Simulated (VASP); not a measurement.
A VASP calculation is set up with these files.

**KPOINTS**
```
Automatic mesh
0
Gamma
12 12 12
0 0 0
```

### POSCAR
```
MgO
1.0
  0.0000000000   2.1212630000   2.1212630000
  2.1212630000   0.0000000000   2.1212630000
  2.1212630000   2.1212630000   0.0000000000
Mg O
1 1
Cartesian
  0.0000000000   0.0000000000   0.0000000000
  2.1212630000   2.1212630000   2.1212630000
```

**INCAR**
```
ALGO = Normal
EDIFF = 1E-7
ENCUT = 520
GGA = 91
ISIF = 2
ISMEAR = -5
LASPH = T
LCHARG = T
LORBIT = 11
LREAL = F
LWAVE = F
NEDOS = 601
NELM = 100
PREC = Accurate
SYSTEM = MgO
```

POTCAR, in this order: Mg O (PBE.64 set). Program: vasp_std.

Task: Write an equivalent input for Quantum ESPRESSO's pw.x.

Result: One equivalent input (not run):
```
&CONTROL
  calculation = 'scf'
  pseudo_dir = './pseudo'
  outdir = './out'
  tprnfor = .true.
  tstress = .true.
/
&SYSTEM
  ibrav = 0
  nat = 2
  ntyp = 2
  ecutwfc = 84
  occupations = 'tetrahedra'
  input_dft = 'pw91'
/
&ELECTRONS
  conv_thr = 7.3e-09
  electron_maxstep = 100
/
ATOMIC_SPECIES
  Mg 24.305 Mg.upf
  O 15.999 O.upf
CELL_PARAMETERS angstrom
     0.0000000    2.1212630    2.1212630
     2.1212630    0.0000000    2.1212630
     2.1212630    2.1212630    0.0000000
ATOMIC_POSITIONS crystal
  Mg   0.0000000  0.0000000  0.0000000
  O    0.5000000  0.5000000  0.5000000
K_POINTS automatic
  12 12 12 0 0 0
```
What does not carry over: the potentials are each code's own (VASP's PAW set, PseudoDojo norm-conserving files in pw.x), so ENCUT and ecutwfc are chosen apart and not converted; conv_thr bounds pw.x's estimated SCF error, while EDIFF bounds the energy change between steps.

The compound is MgO in the rock salt structure. It was relaxed first.
